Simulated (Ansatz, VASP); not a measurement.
GaB5 in VASP and in Ansatz

Contents of INCAR:

```
  PREC = Accurate
  ENCUT = 600
  EDIFF = 1E-7
  ISMEAR = 0
  SIGMA = 0.1
  LREAL = False
  LASPH = True
  NELM = 100
  ALGO = Normal
  ISIF = 3
  LWAVE = False
  LCHARG = False
  GGA = PE
  IBRION = 2
  NSW = 100
  EDIFFG = -0.01
```

The input KPOINTS:

```
Automatic mesh
0
Gamma
  12 12 10
```

Contents of POSCAR:

```
GaB5
1.0
    3.6719709076      0.0000000000      0.0000000000
   -1.8359854538      3.1800200879      0.0000000000
    0.0000000000      0.0000000000      4.3011145324
Ga B
1 5
Direct
    0.0000000000      0.0000000000      0.0000000000
    0.3333333333      0.6666666667      0.5000000000
    0.6666666667      0.3333333333      0.5000000000
    0.3333333333      0.6666666667      0.0000000000
    0.6666666667      0.3333333333      0.0000000000
    0.0000000000      0.0000000000      0.5000000000
```

Input for Ansatz:

```yaml
crystal:
  lattice:
    - [3.6719709076, 0.0, 0.0]
    - [-1.8359854538, 3.1800200879, 0.0]
    - [0.0, 0.0, 4.3011145324]
  atoms:
    - { symbol: Ga, position: [0.0, 0.0, 0.0] }
    - { symbol: B, position: [0.3333333333, 0.6666666667, 0.5] }
    - { symbol: B, position: [0.6666666667, 0.3333333333, 0.5] }
    - { symbol: B, position: [0.3333333333, 0.6666666667, 0.0] }
    - { symbol: B, position: [0.6666666667, 0.3333333333, 0.0] }
    - { symbol: B, position: [0.0, 0.0, 0.5] }
basis:
  ecutwfc: 420
kpoints:
  mp_grid: { grid: [12, 12, 10] }
hamiltonian:
  xc: pbe
scf:
  occupations: { method: gaussian, width: 0.1 }
output:
  forces: true
  stress: true
  eigenvalues: true
relax:
  adjacent_minimum: "off"
  f_tol: 0.01
  max_steps: 80
  cell: { stress_tol: 0.05 }
```

Alike in both runs: task relaxation of cell and atoms; functional PBE; k mesh 12 × 12 × 10; occupations gaussian, width 0.1 eV; no spin polarisation.

|  | VASP | Ansatz |
| --- | --- | --- |
| version | VASP 6.6.1 | Ansatz 0.2.0 |
| potentials or method | VASP PAW PBE potentials, release 64 (Ga_d, B) | scalar-relativistic, plane waves, PAW |
| plane-wave cutoff (eV) | 600 | 420 |
| valence electrons in the cell | 28 | 28 |

|  | VASP | Ansatz | Ansatz less VASP |
| --- | --- | --- | --- |
| gap on the k mesh at the Fermi level, each at its own relaxed structure (eV) | none | none | - |
| relaxed volume (Å³/atom) | 8.36 | 8.36 | -0.002 |
| relaxed cell length with the largest relative difference (Å) | 3.577 | 3.576 | -0.0005 |
| energy change over the relaxation (meV/atom) | -12 | -12 | +0.4 |

A gap of «none» marks a metal or a gap that the smearing closes.
